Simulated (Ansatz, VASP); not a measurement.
# TiC: VASP beside Ansatz, part 2 of 2

Wanted: the spread between two codes on one cell, functional and k mesh. The structure shown is the end of the Ansatz relaxation below.

VASP 6.6.1 and Ansatz 0.2.0.

So far. Step 3 (VASP: single point, PBEsol, pair 1): The run ends at a pressure of 2.00 GPa.

## (6) VASP: single point, PBEsol, pair 2 (continued)

Level of this step: PBEsol; plane waves and PAW (C, Ti_sv) (VASP).

Numbers of over 12 decimals in the logs are rounded to 6 here.

Parts of OUTCAR (step 6):

```text
  Total        0.0275843      0.0275843     -0.5714170      0.0000000      0.0000000      0.0000000
  in kB        2.2204576      2.2204576    -45.9974118      0.0000000      0.0000000      0.0000000
  external PRESSURE =     -13.8521656 kB  Pullay stress =       0.0000000 kB

 POSITION                                       TOTAL-FORCE (eV/Angst)
 -----------------------------------------------------------------------------------
      2.14254      2.14254      2.16791         0.000000      0.000000      0.000000
      0.00000      0.00000      0.00000        -0.000000     -0.000000     -0.000000
 -----------------------------------------------------------------------------------
    total drift:                                0.000000     -0.000000     -0.000000

  FREE ENERGIE OF THE ION-ELECTRON SYSTEM (eV)
  ---------------------------------------------------
  free  energy   TOTEN  =       -19.7994232854 eV

  energy  without entropy=      -19.7991228786  energy(sigma->0) =      -19.79932315

[... 1 part as in an earlier step ...]

[... 2 further parts left out ...]
[key lines of the parts left out:]
E-fermi :   9.5348
```

The run ends at a pressure of -1.39 GPa.

## (7) Differences

Compared:

```csv
quantity,Ansatz,VASP,difference
pressure (GPa),-1.60,-1.39,-0.22
```

## (8) Ansatz: relaxation, PBEsol

This run makes the geometry at which the two programs are then compared. The cell compared in this pair holds 20.03 Å³, against 19.90 Å³ for the pair before.

The structure compared here is the end of the Ansatz relaxation.

input.yaml reads:

```yaml
crystal:
  lattice:
    - [0.0, 2.142544085, 2.1893721846]
    - [2.142544085, 0.0, 2.1893721846]
    - [2.142544085, 2.142544085, 0.0]
  atoms:
    - { symbol: C, position: [0.5, 0.5, 0.5] }
    - { symbol: Ti, position: [0.0, 0.0, 0.0] }
  conventional_axes: [[-1, 1, 1], [1, -1, 1], [1, 1, -1]]
kpoints:
  mp_grid: { grid: [16, 16, 16] }
hamiltonian:
  xc: pbesol
  pseudopotentials: { kind: paw, azcp: { folder: soft_1 }, xc_functional: pbe }
scf:
  occupations: { method: methfessel_paxton, width: 0.2 }
output:
  forces: true
  stress: true
  eigenvalues: true
relax:
  adjacent_minimum: "off"
  f_tol: 0.001
  max_steps: 60
  cell: { stress_tol: 0.01, fix: [c, angles] }
```

Started as:

```sh
$ ansatz run input.yaml --threads 4 --pin off --max-ram 10240MiB --backend cpu --events-out ev --progress --plain --runs-dir out
```

The program printed:

```text
[...]
Crystal: 2 atoms, lattice volume = 20.101 Å³
Basis set: ecut = 420 eV, 395 PW (Γ), exchange–correlation on 48×48×48 points (8 copies of the dense FFT grid, shifted against one another)
Bands: 12, of which v1, the nominal top of the filled ones, is band 8 counted from 1 (7 counted from 0)
Symmetry: 16 space group operations
[...]
k-points: 349 of 4096
[...]
k-point 348: bands = [... 4 lower, 4.5997, 11.1347, 13.0686, 14.8633, 14.8633, 17.5571, 18.3551, 18.3551]
--- Relaxed structure (3 steps of the walk, 3 accepted, 1 SCFs on fresh bases) ---
[...]
cell:  # Å, volume = 20.0304 Å³
    - [0.0, 2.138797, 2.1893721846]
    - [2.138797, 0.0, 2.1893721846]
    - [2.138797, 2.138797, 0.0]
  atoms:
    - { symbol: C, position: [0.5, 0.5, 0.5] }
    - { symbol: Ti, position: [0, 0, 0] }
[key lines of the parts left out:]
SCF converged after 5 iterations
Free energy (F): -2722.413207 eV
Fermi energy:    14.749461 eV
P = ⅓ Tr σ = -3.0387 GPa (-30.387 kbar)
```

## (9) VASP: single point, PBEsol, pair 3

The same cell, functional, mesh and smearing now go to VASP, with its own data sets.

INCAR reads:

```
SYSTEM = TiC
PREC = Accurate
ENCUT = 600
EDIFF = 1E-06
NELM = 120
ISMEAR = 1
SIGMA = 0.2
LREAL = .FALSE.
ALGO = Normal
GGA = PS
NBANDS = 14
LASPH = .TRUE.
LORBIT = 11
LWAVE = .FALSE.
LCHARG = .FALSE.
ISIF = 2
GGA_COMPAT = .FALSE.
KPAR = 2
```

POSCAR reads:

```
TiC
1.0
    0.0000000000      2.1387972279      2.1893721846
    2.1387972279      0.0000000000      2.1893721846
    2.1387972279      2.1387972279      0.0000000000
C Ti
1 1
Direct
    0.5000000000      0.5000000000      0.5000000000
    1.0000000000      0.0000000000      0.0000000000
```

KPOINTS reads:

```
Automatic mesh
0
Gamma
16 16 16
0 0 0
```

The projector-augmented-wave data sets are C and Ti_sv (PBE family, release 64).

Started as:

```sh
$ mpirun -np 2 vasp_std
```

The program printed:

```text
[... set-up lines as in an earlier step ...]
 entering main loop
       N       E                     dE             d eps       ncg     rms          rms(c)
DAV:   1     0.127109786672E+03    0.12711E+03   -0.89305E+03  9784   0.152E+03
DAV:   2    -0.162735084288E+02   -0.14338E+03   -0.13534E+03 10300   0.372E+02
DAV:   3    -0.248458587948E+02   -0.85724E+01   -0.83480E+01 13176   0.870E+01
DAV:   4    -0.251734603693E+02   -0.32760E+00   -0.32732E+00 11942   0.156E+01
[...]
DAV:  12    -0.197911589727E+02    0.19214E-04   -0.35750E-04 11212   0.203E-01    0.469E-02
DAV:  13    -0.197911487504E+02    0.10222E-04   -0.20396E-05 11780   0.359E-02    0.641E-03
DAV:  14    -0.197911481594E+02    0.59104E-06   -0.76230E-07  8392   0.119E-02
   1 F= -.19791148E+02 E0= -.19791122E+02  d E =-.776262E-04
```

Parts of OUTCAR (step 9):

```text
  Total        0.0289281      0.0289281     -1.1174447      0.0000000      0.0000000      0.0000000
  in kB        2.3138884      2.3138884    -89.3815373      0.0000000      0.0000000      0.0000000
  external PRESSURE =     -28.2512535 kB  Pullay stress =       0.0000000 kB

 POSITION                                       TOTAL-FORCE (eV/Angst)
 -----------------------------------------------------------------------------------
      2.13880      2.13880      2.18937         0.000000      0.000000      0.000000
      0.00000      0.00000      0.00000         0.000000     -0.000000     -0.000000
 -----------------------------------------------------------------------------------
    total drift:                                0.000000     -0.000000     -0.000000

  FREE ENERGIE OF THE ION-ELECTRON SYSTEM (eV)
  ---------------------------------------------------
  free  energy   TOTEN  =       -19.7911481594 eV

  energy  without entropy=      -19.7910705332  energy(sigma->0) =      -19.79112228

[... 1 part as in an earlier step ...]

[... 2 further parts left out ...]
[key lines of the parts left out:]
E-fermi :   9.4591
```

The run ends at a pressure of -2.83 GPa.

## (10) Side by side

Both answers:

```csv
quantity,Ansatz,VASP,difference
pressure (GPa),-3.04,-2.83,-0.21
```

## (11) What came out

| Quantity | Value |
| --- | --- |
| difference in pressure (single point, PBEsol, pair 1) | -0.22 GPa |
| difference in pressure (single point, PBEsol, pair 2) | -0.22 GPa |
| difference in pressure (single point, PBEsol, pair 3) | -0.21 GPa |

**Reading.** The difference in pressure is -0.22 GPa (single point, PBEsol, pair 1), within the 1 GPa picked in this series as the mark of a large difference. 5 further runs of this series are not shown here. Such differences can come from data sets, numerical settings and the points named under the comparisons, not from the functional's error against experiment.

[Lines on the potential files, build, host, timing and source positions are cut from VASP's logs without a mark.]

[Logs are printed without paths, hosts, clocks, repeated set-up lines and the standing remarks that a program may print on its own settings, such as how far it seeks lower states.]

[Hosts, paths, dates, database ids (printed as entryN), source tags and the programs' standing remarks are cut or masked in the printed files.]
